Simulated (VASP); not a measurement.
```
PbO
1.0
    3.94392     0.00000     0.00000
    0.00000     3.94392     0.00000
    0.00000     0.00000     4.87424
Pb O
2 2
Direct
  0.50000   0.00000   0.76500
  0.00000   0.50000   0.23500
  0.50000   0.50000   0.00000
  0.00000   0.00000   0.00000
```

Level of theory: LDA (Ceperley-Alder, Perdew-Zunger), VASP's LDA PAW potentials (set 64) (plane waves; VASP). Run with PREC = Normal, EDIFF = 1E-5, 500 eV cut-off, 8×8×6 Γ-centred mesh, Gaussian smearing of 0.050 eV, potentials Pb_d O.

Problem. The ions are relaxed. What does this cell relax into?

Solution. 
```
PbO
1.0
    3.94392     0.00000     0.00000
    0.00000     3.94392     0.00000
    0.00000     0.00000     4.87424
Pb O
2 2
Cartesian
  1.97196   0.00000   3.69390
  0.00000   1.97196   1.18034
  1.97196   1.97196   0.00000
  0.00000   0.00000   0.00000
```
Space group P4/nmm (129), at a tolerance of 0.03 Å.

Problem. How much energy does the relaxation gain?

Solution. The energy (σ→0) changes by -5.8 meV/atom, in 3 ionic steps.

The compound is PbO in the litharge structure. This run relaxes the ions in a fixed cell. Symmetry was kept, so distortions that lower it aren't found.
